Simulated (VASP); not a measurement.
Computed with r2SCAN+rVV10 with spin-orbit coupling, VASP's PBE PAW potentials (set 64) (plane waves; VASP).

VASP input:

**POSCAR**
```
MgSe
1
   -0.0000000000     2.7234745506     2.7234745506
    2.7234745506     0.0000000000     2.7234745506
    2.7234745506     2.7234745506     0.0000000000
Mg Se
1 1
Direct
  0.0000000000   0.0000000000   0.0000000000
  0.5000000000   0.5000000000   0.5000000000
```

INCAR:
```
SYSTEM = MgSe
PREC = Accurate
ENCUT = 400
EDIFF = 1E-6
NELM = 100
ALGO = Normal
LREAL = .FALSE.
LASPH = .TRUE.
ISMEAR = 0
SIGMA = 0.05
METAGGA = R2SCAN
LUSE_VDW = .TRUE.
BPARAM = 11.95
CPARAM = 0.0093
LMIXTAU = .TRUE.
LMAXMIX = 4
LWAVE = .FALSE.
LCHARG = .FALSE.
LSORBIT = .TRUE.
MAGMOM = 0 0 0 0 0 0
GGA_COMPAT = .FALSE.
```

KPOINTS_OPT:
```
k-points along high-symmetry lines
8
Line-mode
Reciprocal
  0.000000   0.000000   0.000000 ! GAMMA
  0.500000   0.000000   0.500000 ! X

  0.500000   0.000000   0.500000 ! X
  0.625000   0.250000   0.625000 ! U

  0.375000   0.375000   0.750000 ! K
  0.000000   0.000000   0.000000 ! GAMMA

  0.000000   0.000000   0.000000 ! GAMMA
  0.500000   0.500000   0.500000 ! L

  0.500000   0.500000   0.500000 ! L
  0.500000   0.250000   0.750000 ! W

  0.500000   0.250000   0.750000 ! W
  0.500000   0.000000   0.500000 ! X
```

File KPOINTS:
```
Automatic mesh
0
Gamma
8 8 8
0 0 0
```

POTCAR, in this order: Mg Se (PBE.64 set). Program: vasp_ncl.

Predict the energy per atom (σ→0), band gap (over mesh and band path).

- energy per atom (σ→0) = -10.574 eV/atom
- band gap (over mesh and band path) = 2.30 eV

File OSZICAR:
```
...
DAV:  11    -0.211470283399E+02   -0.85509E-03   -0.17843E-03  1008   0.578E-01    0.521E-02
DAV:  12    -0.211472117566E+02   -0.18342E-03   -0.56501E-04   984   0.300E-01    0.137E-02
DAV:  13    -0.211474713140E+02   -0.25956E-03   -0.16767E-04  1040   0.185E-01    0.731E-03
DAV:  14    -0.211474671281E+02    0.41859E-05   -0.47776E-06  1064   0.276E-02    0.564E-03
DAV:  15    -0.211474673199E+02   -0.19177E-06   -0.65065E-08   664   0.245E-03
   1 F= -.21147467E+02 E0= -.21147467E+02  d E =-.281404E-17  mag=     0.0000     0.0000    -0.0000
       N       E                     dE             ncg
       N       E                     dE             ncg
```

The structure comes from a measured MgSe entry (Fm-3m) of the Crystallography Open Database, whose conditions weren't checked. It was relaxed first.
